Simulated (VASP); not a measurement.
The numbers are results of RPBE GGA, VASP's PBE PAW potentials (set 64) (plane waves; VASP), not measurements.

VASP ran on this input.

File KPOINTS:
```
k-points along high-symmetry lines
15
Line-mode
Reciprocal
  0.000000   0.000000   0.000000 ! GAMMA
  0.500000   0.000000   0.500000 ! X

  0.500000   0.000000   0.500000 ! X
  0.625000   0.250000   0.625000 ! U

  0.375000   0.375000   0.750000 ! K
  0.000000   0.000000   0.000000 ! GAMMA

  0.000000   0.000000   0.000000 ! GAMMA
  0.500000   0.500000   0.500000 ! L

  0.500000   0.500000   0.500000 ! L
  0.500000   0.250000   0.750000 ! W

  0.500000   0.250000   0.750000 ! W
  0.500000   0.000000   0.500000 ! X
```

### INCAR
```
! general
SYSTEM  = KI
PREC    = Accurate
ENCUT   = 520
LREAL   = F
LASPH   = T
ICHARG  = 11

! electronic loop
EDIFF   = 1E-7
NELM    = 100
ALGO    = Normal
LMAXMIX = 4

! smearing
ISMEAR  = 0
SIGMA   = 0.05

! functional
GGA     = RP

! output
LWAVE   = F
LCHARG  = F
LORBIT  = 11
```

POSCAR:
```
KI
3.713110
  0.0000000000   0.9999998928   0.9999998928
  0.9999998928   0.0000000000   0.9999998928
  0.9999998928   0.9999998928   0.0000000000
K I
1 1
Cartesian
  0.0000000000   0.0000000000   0.0000000000
  0.9999998928   0.9999998928   0.9999998928
```

POTCAR, in this order: K_sv I (PBE.64 set). Program: vasp_std. Read from the step before: CHGCAR.

What VASP printed:

OUTCAR:
```
 ion  position               nearest neighbor table
   1  0.000  0.000  0.000-
   2  0.500  0.500  0.500-
  LATTYP: Found a face centered cubic cell.
 ALAT       =     7.4262192038
 Subroutine PRICEL returns:
 Original cell was already a primitive cell.
 Subroutine GETGRP returns: Found 48 space group operations
The static configuration has the point symmetry O_h .
The dynamic configuration has the point symmetry O_h .
 Subroutine INISYM returns: Found 48 space group operations
   k-points           NKPTS =     90   k-points in BZ     NKDIM =     90   number of bands    NBANDS=     12
   number of dos      NEDOS =    301   number of ions     NIONS =      2
   total plane-waves  NPLWV =  64000
   dimension x,y,z NGX =    40 NGY =   40 NGZ =   40
   dimension x,y,z NGXF=    80 NGYF=   80 NGZF=   80
   ions per type =               1   1
   PREC   = accura    normal or accurate (medium, high low for compatibility)
   ISTART =      0    job   : 0-new  1-cont  2-samecut
   ICHARG =     11    charge: 1-file 2-atom 10-const
   ISPIN  =      1    spin polarized calculation?
   LNONCOLLINEAR =      F non collinear calculations
   LSORBIT =      F    spin-orbit coupling
   INIWAV =      1    electr: 0-lowe 1-rand  2-diag
   ENCUT  =  520.0 eV  38.22 Ry    6.18 a.u.   9.76  9.76  9.76*2*pi/ulx,y,z
...
```

### OSZICAR
```
       N       E                     dE             d eps       ncg     rms          rms(c)
DAV:   1     0.944859220175E+02    0.94486E+02   -0.65102E+03  2160   0.111E+03
DAV:   2     0.149001920647E+01   -0.92996E+02   -0.87250E+02  2608   0.243E+02
DAV:   3    -0.463182540559E+01   -0.61218E+01   -0.60919E+01  2776   0.583E+01
DAV:   4    -0.500496223534E+01   -0.37314E+00   -0.37280E+00  4116   0.119E+01
DAV:   5    -0.500621076493E+01   -0.12485E-02   -0.12485E-02  2736   0.781E-01
DAV:   6    -0.500624071447E+01   -0.29950E-04   -0.29949E-04  3116   0.972E-02
DAV:   7    -0.500624163196E+01   -0.91749E-06   -0.91748E-06  3380   0.161E-02
DAV:   8    -0.500624165016E+01   -0.18208E-07   -0.18210E-07  2664   0.228E-03
   1 F= -.50062417E+01 E0= -.50062417E+01  d E =-.677181E-15
```

### OUTCAR
```
 val. band max:       -0.9889314144   @ k =   0.0000   0.0000   0.0000

 cond. band min:       2.9545929567   @ k =   0.0000   0.0000   0.0000



 k-point     1 :       0.0000    0.0000    0.0000
  band No.  band energies     occupation
      1     -29.9085      2.00000
      2     -13.3352      2.00000
      3     -13.3352      2.00000
      4     -13.3352      2.00000
      5     -11.2519      2.00000
      6      -0.9889      2.00000
      7      -0.9889      2.00000
      8      -0.9889      2.00000
      9       2.9546      0.00000
     10       5.6931      0.00000
     11       5.6931      0.00000
     12       5.6931      0.00000

 k-point     2 :       0.0357    0.0000    0.0357
  band No.  band energies     occupation
      1     -29.9085      2.00000
      2     -13.3360      2.00000
      3     -13.3354      2.00000
      4     -13.3353      2.00000
      5     -11.2497      2.00000
      6      -1.0101      2.00000
      7      -0.9931      2.00000
      8      -0.9931      2.00000
      9       2.9913      0.00000
     10       5.6640      0.00000
     11       5.7188      0.00000
     12       5.7188      0.00000

 k-point     3 :       0.0714    0.0000    0.0714
  band No.  band energies     occupation
      1     -29.9084      2.00000
      2     -13.3382      2.00000
      3     -13.3357      2.00000
      4     -13.3357      2.00000
      5     -11.2435      2.00000
      6      -1.0696      2.00000
      7      -1.0052      2.00000
      8      -1.0052      2.00000
      9       3.0966      0.00000
     10       5.5824      0.00000
     11       5.7953      0.00000
     12       5.7953      0.00000

 k-point     4 :       0.1071    0.0000    0.1071
  band No.  band energies     occupation
      1     -29.9084      2.00000
      2     -13.3415      2.00000
      3     -13.3362      2.00000
      4     -13.3362      2.00000
      5     -11.2339      2.00000
      6      -1.1568      2.00000
      7      -1.0242      2.00000
...
```

The density is held fixed in this step, so its total energy and stress have no physical meaning. Unless said otherwise, spin-orbit coupling is left out, though it shifts the bands of the heavy elements here.

The compound is KI in the rock salt structure. It was relaxed first, which changed the volume by +16 %.
